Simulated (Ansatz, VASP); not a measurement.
# AsN (h-BN type (invented)) in two plane-wave programs, part 2 of 2

Wanted: the spread between two codes on one cell, functional and k mesh. The cell is generated by rule, not measured, and may not be a known phase. Of the first pair: The cell is taken from a series of runs on this material, whose earlier steps may have relaxed, scaled, displaced or heated it; both programs get it as it stands.

VASP 6.6.1 and Ansatz 0.2.0.

So far: Starting point; Ansatz: relaxation of cell and atoms, PBE with D3(BJ), pair 1; VASP: relaxation of cell and atoms, PBE with D3(BJ), pair 1; Comparison.

### 5. VASP: relaxation of cell and atoms, PBE with D3(BJ), pair 2

Level of this step: PBE with D3(BJ); plane waves and PAW (As, N); invented cell (VASP).

The relaxed volume is the usual yardstick between codes: in a stiff, nearly cubic crystal its relative difference is about their pressure difference at one cell divided by the bulk modulus.

File INCAR:

```
SYSTEM = AsN
PREC = Accurate
ENCUT = 600
EDIFF = 1E-07
NELM = 120
ISMEAR = 0
SIGMA = 0.1
LREAL = .FALSE.
ALGO = Normal
GGA = PE
IVDW = 12
NBANDS = 16
LORBIT = 11
LWAVE = .FALSE.
LCHARG = .FALSE.
ISIF = 3
IBRION = 2
NSW = 80
EDIFFG = -0.005
LASPH = .TRUE.
GGA_COMPAT = .FALSE.
NELMIN = 4
EFERMI = MIDGAP
KPAR = 2
```

File POSCAR:

```
AsN
1.0
    3.7461408538      0.0000000000      0.0000000000
   -1.8730704269      3.2442539974      0.0000000000
    0.0000000000      0.0000000000      4.6644832306
As N
2 2
Direct
    0.3333333333      0.6666666667      0.2500000000
    0.6666666667      0.3333333333      0.7500000000
    0.6666666667      0.3333333333      0.2500000000
    0.3333333333      0.6666666667      0.7500000000
```

File KPOINTS:

```
Automatic mesh
0
Gamma
9 9 4
0 0 0
```

Potentials, in the order of the species: As and N (PBE family, release 64).

Command:

```
$ mpirun -np 2 vasp_std
```

Numbers of over 12 decimals in the logs are rounded to 6 here.

What it wrote:

```text
[... set-up lines as in an earlier step ...]
 entering main loop
       N       E                     dE             d eps       ncg     rms          rms(c)
DAV:   1     0.902563340945E+02    0.90256E+02   -0.10409E+04  1152   0.125E+03
DAV:   2    -0.187453088920E+02   -0.10900E+03   -0.10525E+03  1672   0.231E+02
DAV:   3    -0.248727238859E+02   -0.61274E+01   -0.61044E+01  1312   0.607E+01
DAV:   4    -0.249255103338E+02   -0.52786E-01   -0.52741E-01  1376   0.572E+00
[...]
DAV:  14    -0.219064852937E+02    0.55917E-06   -0.20352E-06  1352   0.104E-02    0.147E-03
DAV:  15    -0.219064850697E+02    0.22395E-06   -0.95205E-08   808   0.229E-03    0.695E-04
DAV:  16    -0.219064850808E+02   -0.11114E-07   -0.12223E-08   600   0.118E-03
   1 F= -.23018271E+02 E0= -.23017463E+02  d E =-.230183E+02
[...]
2 F= -.23018418E+02 E0= -.23017583E+02  d E =-.146710E-03
[...]
3 F= -.23018426E+02 E0= -.23017596E+02  d E =-.154672E-03
[...]
4 F= -.23018452E+02 E0= -.23017603E+02  d E =-.258323E-04
 trial-energy change:   -0.000026  1 .order   -0.000025   -0.000049   -0.000001
 step:   0.9850(harm=  0.9872)  dis= 0.00000  next Energy=   -23.018452 (dE=-0.258E-04)
 reached required accuracy - stopping structural energy minimisation
```

From OUTCAR (step 5):

```text
 Edisp (eV)   -1.10954

 Edisp (eV)   -1.11033

  Total       0.00249     0.00249    -0.00129    -0.00000     0.00000     0.00000
  in kB       0.07026     0.07026    -0.03641    -0.00000     0.00000     0.00000
  external pressure =        0.03 kB  Pullay stress =        0.00 kB

 POSITION                                       TOTAL-FORCE (eV/Angst)
 -----------------------------------------------------------------------------------
     -0.00000      2.16550      1.16463        -0.000000      0.000000      0.000000
      1.87538      1.08275      3.49388         0.000000     -0.000000     -0.000000
      1.87538      1.08275      1.16463        -0.000000      0.000000     -0.000000
     -0.00000      2.16550      3.49388        -0.000000     -0.000000      0.000000
 -----------------------------------------------------------------------------------
    total drift:                               -0.000000     -0.000000     -0.000000

  FREE ENERGIE OF THE ION-ELECTRON SYSTEM (eV)
  ---------------------------------------------------
  free  energy   TOTEN  =       -23.0184517349 eV

  energy  without entropy=      -23.0167548648  energy(sigma->0) =      -23.01760330

[... 1 part as in an earlier step ...]

[... 3 further parts left out ...]
[key lines of the parts left out:]
E-fermi :   6.4974
```

The gap is under twice the smearing width, so the edge states are partly filled and the run can't tell a small gap from a semimetal.

### 6. Ansatz: relaxation of cell and atoms, PBE with D3(BJ), pair 2

Its own start cell and the same functional, mesh and smearing now go to Ansatz, which takes its cutoff from its data sets.

The two relaxations start from unlike cells of this crystal (the structure described is Ansatz's start), so only their ends are compared.

File input.yaml:

```yaml
crystal:
  lattice:
    - [3.175718, 0.0, 0.0]
    - [-1.587859, 2.750253, 0.0]
    - [0.0, 0.0, 6.4]
  atoms:
    - { symbol: As, position: [0.333333, 0.666667, 0.25] }
    - { symbol: As, position: [0.666667, 0.333333, 0.75] }
    - { symbol: "N", position: [0.666667, 0.333333, 0.25] }
    - { symbol: "N", position: [0.333333, 0.666667, 0.75] }
kpoints:
  mp_grid: { grid: [9, 9, 4] }
hamiltonian:
  xc: pbe
  dispersion: d3bj
scf:
  occupations: { method: gaussian, width: 0.1 }
output:
  forces: true
  stress: true
  eigenvalues: true
relax:
  adjacent_minimum: "off"
  f_tol: 0.05
  max_steps: 80
  cell: { stress_tol: 0.5 }
```

Command:

```
$ ansatz run input.yaml --threads 2 --pin off --max-ram 5120MiB --backend cpu --events-out ev --progress --plain --runs-dir out
```

What it wrote:

```text
[...]
--- Relaxed structure (14 steps of the walk, 14 accepted, 2 SCFs on fresh bases) ---
[...]
cell:  # Å, volume = 56.7240 Å³
    - [3.748240, 0, 0]
    - [-1.874120, 3.246071, -4.6444979451722924e-18]
    - [0, -1.080802011657662e-17, 4.662101]
  atoms:
    - { symbol: As, position: [0.333333, 0.666667, 0.25] }
    - { symbol: As, position: [0.666667, 0.333333, 0.750000] }
    - { symbol: N, position: [0.666667, 0.333333, 0.25] }
    - { symbol: N, position: [0.333333, 0.666667, 0.750000] }
[key lines of the parts left out:]
SCF converged after 5 iterations
Free energy (F): -10477.162032 eV
Fermi energy:    11.287948 eV
P = ⅓ Tr σ = 0.0934 GPa (0.934 kbar)
```

### 7. Differences

What differs besides the data sets and the points named for the pairs above, as far as they apply: the data sets hold 40 valence electrons in Ansatz (on its default PAW (the set named soft_2) files) and 20 in VASP. Total energies have different zeros and are not compared.

Both answers:

```
                                         quantity  Ansatz   VASP  difference
                                      volume (Å³)   56.72  56.76     -0.06 %
edge a after relaxation, in the typed setting (Å)   3.748  3.751     -0.07 %
edge c after relaxation, in the typed setting (Å)   4.662  4.659     +0.08 %
```

### 8. What came out

* difference in edge c after relaxation, in the typed setting (relaxation of cell and atoms, PBE with D3(BJ), pair 1): 0.054 %
* difference in edge c after relaxation, in the typed setting (relaxation of cell and atoms, PBE with D3(BJ), pair 2): 0.077 %

**Reading.** The difference in edge c after relaxation, in the typed setting is 0.077 % (relaxation of cell and atoms, PBE with D3(BJ), pair 2), within the 1.2 % picked in this series as the mark of a large difference, as far as the stopping tolerances let one tell. The data sets hold unlike numbers of valence electrons (40 in Ansatz and 20 in VASP), so part of the differences comes from the potentials. How closely two codes agree says nothing of how well the functional describes the real material.

[Lines on the potential files, build, host, timing and source positions are cut from VASP's logs without a mark.]

[Logs are printed without paths, hosts, clocks, repeated set-up lines and the standing remarks that a program may print on its own settings, such as how far it seeks lower states.]

[Hosts, paths, dates, database ids (printed as entryN), source tags and the programs' standing remarks are cut or masked in the printed files.]
